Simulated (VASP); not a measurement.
Computed with PBEsol GGA, VASP's PBE PAW potentials (set 64) (plane waves; VASP).

VASP ran on this input.

**INCAR**
```
ALGO = Fast
EDIFF = 1E-5
EDIFFG = -0.03
ENCUT = 450
GGA = PS
IBRION = 2
ISIF = 2
ISMEAR = 1
LASPH = .TRUE.
LCHARG = .FALSE.
LREAL = .FALSE.
LWAVE = .FALSE.
NELM = 100
NELMIN = 4
NSW = 20
PREC = Normal
SIGMA = 0.1
SYSTEM = Li
```

POSCAR:
```
Li
1.0
 -1.7129715301   1.7129715301   1.7129715301
  1.7129715301  -1.7129715301   1.7129715301
  1.7129715301   1.7129715301  -1.7129715301
Li
1
Cartesian
  0.0000000000   0.0000000000   0.0000000000
```

File KPOINTS:
```
Automatic mesh
0
Gamma
17 17 17
```

POTCAR, in this order: Li_sv (PBE.64 set). Program: vasp_std.

The resulting files:

### OSZICAR
```
       N       E                     dE             d eps       ncg     rms          rms(c)
DAV:   1     0.434844559830E+00    0.43484E+00   -0.64356E+02  1655   0.378E+02
DAV:   2    -0.185845230171E+01   -0.22933E+01   -0.21935E+01  2235   0.577E+01
DAV:   3    -0.196403084980E+01   -0.10558E+00   -0.10492E+00  2090   0.849E+00
DAV:   4    -0.196672483956E+01   -0.26940E-02   -0.26942E-02  2090   0.131E+00
DAV:   5    -0.196676340500E+01   -0.38565E-04   -0.38569E-04  2145   0.129E-01    0.391E-01
RMM:   6    -0.196466041541E+01    0.21030E-02   -0.35817E-04  1762   0.172E-01    0.231E-01
RMM:   7    -0.196372551028E+01    0.93491E-03   -0.19319E-03  1943   0.358E-01    0.312E-02
RMM:   8    -0.196375855079E+01   -0.33041E-04   -0.22827E-04  1829   0.160E-01    0.192E-02
RMM:   9    -0.196377065243E+01   -0.12102E-04   -0.13864E-04  1837   0.105E-01    0.765E-03
RMM:  10    -0.196377616973E+01   -0.55173E-05   -0.41919E-05  1534   0.594E-02
   1 F= -.19637762E+01 E0= -.19637707E+01  d E =-.196378E+01
```

File OUTCAR:
```
------------------------ aborting loop because EDIFF is reached ----------------------------------------
  FORCE on cell =-STRESS in cart. coord.  units (eV):
  Direction    XX          YY          ZZ          XY          YZ          ZX
  --------------------------------------------------------------------------------------
  Total       -0.1351781     -0.1351781     -0.1351781      0.0000000      0.0000000      0.0000000
  in kB      -10.7722554    -10.7722554    -10.7722554      0.0000000      0.0000000      0.0000000
  external PRESSURE =     -10.7722554 kB  Pullay stress =       0.0000000 kB
  volume of cell :       20.11
      direct lattice vectors                 reciprocal lattice vectors
    -1.712971530  1.712971530  1.712971530     0.000000000  0.291890432  0.291890432
     1.712971530 -1.712971530  1.712971530     0.291890432  0.000000000  0.291890432
     1.712971530  1.712971530 -1.712971530     0.291890432  0.291890432  0.000000000
 POSITION                                       TOTAL-FORCE (eV/Angst)
 -----------------------------------------------------------------------------------
      0.00000      0.00000      0.00000         0.000000      0.000000     -0.000000
 -----------------------------------------------------------------------------------
    total drift:                                0.000000      0.000000     -0.000000
  FREE ENERGIE OF THE ION-ELECTRON SYSTEM (eV)
  ---------------------------------------------------
  free  energy   TOTEN  =        -1.9637761697 eV

  energy  without entropy=       -1.9637598852  energy(sigma->0) =       -1.96377074

 reached required accuracy - stopping structural energy minimisation
```
(Selected blocks of OUTCAR.)

### OUTCAR
```
 val. band max:        0.6396378075   @ k =   0.1765   0.1765   0.1765

 cond. band min:       0.6902831230   @ k =   0.2353   0.1765   0.1176


 Fermi energy:         0.6853238503

 k-point     1 :       0.0000    0.0000    0.0000
  band No.  band energies     occupation
      1     -45.2841      2.00000
      2      -2.8916      2.00000
      3      15.3678      0.00000
      4      15.3681      0.00000
      5      15.3683      0.00000

 k-point     2 :       0.0588    0.0000    0.0000
  band No.  band energies     occupation
      1     -45.2834      2.00000
      2      -2.8265      2.00000
      3      14.9193      0.00000
      4      15.0243      0.00000
      5      15.2509      0.00000

 k-point     3 :       0.1176    0.0000    0.0000
  band No.  band energies     occupation
      1     -45.2814      2.00000
      2      -2.6271      2.00000
      3      13.5954      0.00000
      4      14.2741      0.00000
      5      14.9163      0.00000

 k-point     4 :       0.1765    0.0000    0.0000
  band No.  band energies     occupation
      1     -45.2783      2.00000
      2      -2.2973      2.00000
      3      11.7787      0.00000
      4      13.4533      0.00000
      5      14.4316      0.00000

 k-point     5 :       0.2353    0.0000    0.0000
  band No.  band energies     occupation
      1     -45.2745      2.00000
      2      -1.8459      2.00000
      3       9.8804      0.00000
      4      12.7024      0.00000
      5      13.8991      0.00000

 k-point     6 :       0.2941    0.0000    0.0000
  band No.  band energies     occupation
      1     -45.2707      2.00000
      2      -1.2635      2.00000
      3       8.0754      0.00000
      4      12.0754      0.00000
      5      13.4059      0.00000

 k-point     7 :       0.3529    0.0000    0.0000
  band No.  band energies     occupation
      1     -45.2672      2.00000
      2      -0.5734      2.00000
      3       6.4391      0.00000
...
```

At this cut-off the stress carries a Pulay error, which pulls relaxed volumes low.

The compound is Li in the bcc structure. It was relaxed first, which changed the volume by -5 %.
